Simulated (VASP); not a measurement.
Crystal: Na.

```xyz
1
Lattice="-2.1175 2.1175 2.1175 2.1175 -2.1175 2.1175 2.1175 2.1175 -2.1175" Properties=species:S:1:pos:R:3 pbc="T T T"
Na    0.0000    0.0000    0.0000
```

| Item | Value |
| --- | --- |
| Program | VASP 6.6.1 |
| Task | relaxation of cell and atoms |
| Functional | PBEsol |
| Potentials or basis | VASP PAW PBE potentials, release 64 (Na_pv) |
| Cutoff | 480 eV |
| k mesh | 14 × 14 × 14 |
| Occupations | gaussian, width 0.1 eV |
| Spin | no spin polarisation |

At the start: pressure -0.4 GPa; volume 37.98 Å³/atom.

Where does the relaxation end?

Over 3 steps the energy falls by 2.1 meV/atom and the volume is 36.17 Å³/atom (-4.8 %); space group Im-3m (No. 229, to 0.05 Å).

Step by step:
| step | energy change (eV) | largest force (eV/Å) | pressure (GPa) | volume (Å³) |
| --- | --- | --- | --- | --- |
| 1 | 0.0000 | 0.0000 | -0.38 | 37.98 |
| 2 | -0.0010 | 0.0000 | -0.28 | 37.49 |
| 3 | -0.0021 | 0.0000 | 0.00 | 36.17 |

Final structure:
```
Na
1.0
    -2.08333    2.08333    2.08333
     2.08333   -2.08333    2.08333
     2.08333    2.08333   -2.08333
Na
1
Direct
  0.00000 0.00000 0.00000
```

Caveat: the PAW data sets were made with another functional, which shifts forces and pressure a little.
